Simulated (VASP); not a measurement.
Given:

```xyz
2
Lattice="0.0000 2.2464 2.2464 2.2464 0.0000 2.2464 2.2464 2.2464 0.0000" Properties=species:S:1:pos:R:3 pbc="T T T"
Ta     0.0000     0.0000     0.0000
C      2.2464     2.2464     2.2464
```

The numbers are results of revPBE GGA, VASP's PBE PAW potentials (set 64) (plane waves; VASP), not measurements. Numerical set-up: 520 eV cut-off, Gaussian smearing of 0.050 eV, potentials Ta_pv C.

Unless said otherwise, spin-orbit coupling is left out, though it shifts the bands of the heavy elements here.

Problem. Predict the band gap (along the path) with the smallest direct gap where there is one.

Solution. 
The band gap (along the path) is none (metal, semimetal or under 0.01 eV).

Total energies compare only between runs with the same potentials, cut-off and functional.

The compound is TaC in the rock salt structure. It was relaxed first. The electron count is odd and the run is not spin-polarised, which forces a metal.
